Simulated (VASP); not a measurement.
Output of a VASP run:

OUTCAR:
```
 ion  position               nearest neighbor table
   1  0.000  0.000  0.000-   4 1.96   5 1.96   4 1.96   5 1.96   3 1.99   6 1.99
   2  0.500  0.500  0.500-   3 1.96   6 1.96   3 1.96   6 1.96   5 1.99   4 1.99
   3  0.304  0.304  0.000-   2 1.96   2 1.96   1 1.99
   4  0.804  0.196  0.500-   1 1.96   1 1.96   2 1.99
   5  0.196  0.804  0.500-   1 1.96   1 1.96   2 1.99
   6  0.696  0.696  0.000-   2 1.96   2 1.96   1 1.99
  LATTYP: Found a simple tetragonal cell.
 ALAT       =     4.6276648905
 C/A-ratio  =     0.6424373137
 Subroutine PRICEL returns:
 Original cell was already a primitive cell.
 Subroutine GETGRP returns: Found 16 space group operations
The static configuration has the point symmetry D_2h.
 The point group associated with its full space group is D_4h.
The dynamic configuration has the point symmetry D_2h.
 Subroutine INISYM returns: Found 16 space group operations
 Subroutine IBZKPT returns following result:
 Found     50 irreducible k-points:

 Following reciprocal coordinates:
            Coordinates               Weight
  0.000000  0.000000  0.000000      1.000000
  0.166667  0.000000  0.000000      4.000000
  0.333333  0.000000  0.000000      4.000000
  0.500000  0.000000  0.000000      2.000000
  0.166667  0.166667  0.000000      4.000000
  0.333333  0.166667  0.000000      8.000000
  0.500000  0.166667  0.000000      4.000000
  0.333333  0.333333  0.000000      4.000000
  0.500000  0.333333  0.000000      4.000000
  0.500000  0.500000  0.000000      1.000000
  0.000000  0.000000  0.125000      2.000000
  0.166667  0.000000  0.125000      8.000000
  0.333333  0.000000  0.125000      8.000000
  0.500000  0.000000  0.125000      4.000000
  0.166667  0.166667  0.125000      8.000000
  0.333333  0.166667  0.125000     16.000000
  0.500000  0.166667  0.125000      8.000000
  0.333333  0.333333  0.125000      8.000000
  0.500000  0.333333  0.125000      8.000000
  0.500000  0.500000  0.125000      2.000000
  0.000000  0.000000  0.250000      2.000000
  0.166667  0.000000  0.250000      8.000000
  0.333333  0.000000  0.250000      8.000000
  0.500000  0.000000  0.250000      4.000000
  0.166667  0.166667  0.250000      8.000000
  0.333333  0.166667  0.250000     16.000000
  0.500000  0.166667  0.250000      8.000000
  0.333333  0.333333  0.250000      8.000000
  0.500000  0.333333  0.250000      8.000000
  0.500000  0.500000  0.250000      2.000000
  0.000000  0.000000  0.375000      2.000000
  0.166667  0.000000  0.375000      8.000000
  0.333333  0.000000  0.375000      8.000000
  0.500000  0.000000  0.375000      4.000000
  0.166667  0.166667  0.375000      8.000000
  0.333333  0.166667  0.375000     16.000000
  0.500000  0.166667  0.375000      8.000000
  0.333333  0.333333  0.375000      8.000000
  0.500000  0.333333  0.375000      8.000000
  0.500000  0.500000  0.375000      2.000000
   k-points           NKPTS =     50   k-points in BZ     NKDIM =     50   number of bands    NBANDS=     28
   number of dos      NEDOS =    601   number of ions     NIONS =      6
   total plane-waves  NPLWV =  31104
   dimension x,y,z NGX =    36 NGY =   36 NGZ =   24
   dimension x,y,z NGXF=    72 NGYF=   72 NGZF=   48
   ions per type =               2   4
   PREC   = accura    normal or accurate (medium, high low for compatibility)
   ISTART =      0    job   : 0-new  1-cont  2-samecut
   ICHARG =      2    charge: 1-file 2-atom 10-const
   ISPIN  =      1    spin polarized calculation?
   LNONCOLLINEAR =      F non collinear calculations
   LSORBIT =      F    spin-orbit coupling
   INIWAV =      1    electr: 0-lowe 1-rand  2-diag
   ENCUT  =  520.0 eV  38.22 Ry    6.18 a.u.   8.60  8.60  5.53*2*pi/ulx,y,z
   NELM   =    100;   NELMIN=  2; NELMDL= -5     # of ELM steps
   EDIFF  = 0.1E-06   stopping-criterion for ELM
   LREAL  =      F    real-space projection
   NLSPLINE    = F    spline interpolate recip. space projectors
...
```

**OSZICAR**
```
       N       E                     dE             d eps       ncg     rms          rms(c)
DAV:   1     0.649216744444E+03    0.64922E+03   -0.24893E+04  2800   0.202E+03
DAV:   2     0.503822063871E+02   -0.59883E+03   -0.58203E+03  2872   0.585E+02
DAV:   3    -0.601931506853E+02   -0.11058E+03   -0.10630E+03  4680   0.207E+02
DAV:   4    -0.701074871422E+02   -0.99143E+01   -0.98465E+01  3928   0.588E+01
DAV:   5    -0.705771941408E+02   -0.46971E+00   -0.46864E+00  4056   0.115E+01    0.356E+01
DAV:   6    -0.627919283896E+02    0.77853E+01   -0.40744E+02  3524   0.166E+02    0.264E+01
DAV:   7    -0.590335360602E+02    0.37584E+01   -0.25722E+01  3380   0.559E+01    0.169E+01
DAV:   8    -0.568249724903E+02    0.22086E+01   -0.44404E+01  3472   0.518E+01    0.666E+00
DAV:   9    -0.589729242906E+02   -0.21480E+01   -0.11578E+01  3892   0.246E+01    0.443E+00
DAV:  10    -0.587778642504E+02    0.19506E+00   -0.14608E+00  4172   0.885E+00    0.619E+00
DAV:  11    -0.587515790611E+02    0.26285E-01   -0.37547E+00  3912   0.107E+01    0.158E+00
DAV:  12    -0.588069512958E+02   -0.55372E-01   -0.26507E-01  4088   0.470E+00    0.168E+00
DAV:  13    -0.587893564052E+02    0.17595E-01   -0.66912E-02  3956   0.208E+00    0.115E+00
DAV:  14    -0.587912225739E+02   -0.18662E-02   -0.14734E-02  3412   0.123E+00    0.585E-01
DAV:  15    -0.587893751202E+02    0.18475E-02   -0.52429E-02  3816   0.117E+00    0.346E-01
DAV:  16    -0.587888040111E+02    0.57111E-03   -0.27561E-03  3820   0.446E-01    0.200E-01
DAV:  17    -0.587890995818E+02   -0.29557E-03   -0.73474E-04  3132   0.307E-01    0.101E-01
DAV:  18    -0.587892404876E+02   -0.14091E-03   -0.12935E-03  4168   0.179E-01    0.358E-02
DAV:  19    -0.587892296125E+02    0.10875E-04   -0.25265E-04  3676   0.105E-01    0.156E-02
DAV:  20    -0.587892299178E+02   -0.30524E-06   -0.15515E-05  3288   0.407E-02    0.734E-03
DAV:  21    -0.587892282254E+02    0.16924E-05   -0.59214E-06  3820   0.132E-02    0.513E-03
DAV:  22    -0.587892292141E+02   -0.98878E-06   -0.83372E-07  3544   0.888E-03    0.956E-04
DAV:  23    -0.587892293307E+02   -0.11656E-06   -0.19095E-07  2212   0.317E-03    0.598E-04
DAV:  24    -0.587892293438E+02   -0.13065E-07   -0.55747E-08  1860   0.204E-03
   1 F= -.58789229E+02 E0= -.58789229E+02  d E =0.000000E+00
       N       E                     dE             ncg
       N       E                     dE             ncg
```

File OUTCAR:
```
------------------------ aborting loop because EDIFF is reached ----------------------------------------
  FORCE on cell =-STRESS in cart. coord.  units (eV):
  Direction    XX          YY          ZZ          XY          YZ          ZX
  --------------------------------------------------------------------------------------
  Total        0.0424240      0.0424240      0.0456363      0.0000000      0.0000000      0.0000000
  in kB        1.0675918      1.0675918      1.1484301      0.0000000      0.0000000      0.0000000
  external PRESSURE =       1.0945379 kB  Pullay stress =       0.0000000 kB
  volume of cell :       63.67
      direct lattice vectors                 reciprocal lattice vectors
     4.627664891  0.000000000  0.000000000     0.216091706  0.000000000  0.000000000
     0.000000000  4.627664891  0.000000000     0.000000000  0.216091706  0.000000000
     0.000000000  0.000000000  2.972984601     0.000000000  0.000000000  0.336362321
 POSITION                                       TOTAL-FORCE (eV/Angst)
 -----------------------------------------------------------------------------------
      0.00000      0.00000      0.00000         0.000000      0.000000      0.000000
      2.31383      2.31383      1.48649         0.000000      0.000000      0.000000
      1.40728      1.40728      0.00000         0.003972      0.003972      0.000000
      3.72112      0.90655      1.48649         0.003972     -0.003972      0.000000
      0.90655      3.72112      1.48649        -0.003972      0.003972      0.000000
      3.22038      3.22038      0.00000        -0.003972     -0.003972     -0.000000
 -----------------------------------------------------------------------------------
    total drift:                                0.000000      0.000000      0.000000
  FREE ENERGIE OF THE ION-ELECTRON SYSTEM (eV)
  ---------------------------------------------------
  free  energy   TOTEN  =       -58.7892293438 eV

  energy  without entropy=      -58.7892293438  energy(sigma->0) =      -58.78922934

 total charge

# of ion       s       p       d       tot
------------------------------------------
    1        2.202   6.280   1.662  10.144
    2        2.202   6.280   1.662  10.144
    3        1.561   3.480   0.000   5.041
    4        1.561   3.480   0.000   5.041
    5        1.561   3.480   0.000   5.041
    6        1.561   3.480   0.000   5.041
--------------------------------------------------
tot         10.645  26.481   3.323  40.450

 Electric field gradients after diagonalization (V/A^2)
 (convention: |V_zz| > |V_xx| > |V_yy|)
----------------------------------------------------------------------
 ion       V_xx      V_yy      V_zz     asymmetry (V_yy - V_xx)/ V_zz
----------------------------------------------------------------------
   1      11.941     7.469   -19.410       0.230
   2      11.941     7.469   -19.410       0.230
   3     -20.421    -1.237    21.658       0.886
   4     -20.421    -1.237    21.658       0.886
   5     -20.421    -1.237    21.658       0.886
   6     -20.421    -1.237    21.658       0.886
```
(Selected blocks of OUTCAR.)

POSCAR:
```
TiO2
1
    4.6276648905     0.0000000000     0.0000000000
    0.0000000000     4.6276648905     0.0000000000
    0.0000000000     0.0000000000     2.9729846011
Ti O
2 4
Direct
  0.0000000000   0.0000000000   0.0000000000
  0.5000000000   0.5000000000   0.5000000000
  0.3041024476   0.3041024476   0.0000000000
  0.8041024476   0.1958975524   0.5000000000
  0.1958975524   0.8041024476   0.5000000000
  0.6958975524   0.6958975524   0.0000000000
```

Q: Reconstruct the remaining input files.

A: Several could match; the one computed here: the input of the run itself, revTPSS meta-GGA, plane waves, VASP's PBE PAW potentials (set 64).

**KPOINTS**
```
Automatic mesh
0
Gamma
6 6 8
0 0 0
```

### INCAR
```
# general
SYSTEM =TiO2
PREC   =Accurate
ENCUT  =520
LREAL  =.FALSE.   # projection in real space or not
LASPH  =.TRUE.   # aspherical one-centre terms

# electronic loop
EDIFF  =1E-7
NELM   =100   # most electronic steps
ALGO   =Normal
LMAXMIX=4   # l cut-off of mixed one-centre charges
LMIXTAU=.TRUE.

# smearing
ISMEAR =-5

# functional
METAGGA=RTPSS

# ions
ISIF   =2

# output
LWAVE  =.FALSE.
LCHARG =.FALSE.
LORBIT =11   # lm-projected
NEDOS  =601   # DOS grid

# other
LEFG   =.TRUE.
```

KPOINTS_OPT:
```
k-points along high-symmetry lines
6
Line-mode
Reciprocal
  0.000000   0.000000   0.000000 ! GAMMA
  0.000000   0.500000   0.000000 ! X

  0.000000   0.500000   0.000000 ! X
  0.500000   0.500000   0.000000 ! M

  0.500000   0.500000   0.000000 ! M
  0.000000   0.000000   0.000000 ! GAMMA

  0.000000   0.000000   0.000000 ! GAMMA
  0.000000   0.000000   0.500000 ! Z

  0.000000   0.000000   0.500000 ! Z
  0.000000   0.500000   0.500000 ! R

  0.000000   0.500000   0.500000 ! R
  0.500000   0.500000   0.500000 ! A

  0.500000   0.500000   0.500000 ! A
  0.000000   0.000000   0.500000 ! Z

  0.000000   0.500000   0.000000 ! X
  0.000000   0.500000   0.500000 ! R

  0.500000   0.500000   0.000000 ! M
  0.500000   0.500000   0.500000 ! A
```

POTCAR, in this order: Ti_sv O (PBE.64 set). Program: vasp_std.

The compound is TiO2 in the rutile structure. It was relaxed first.
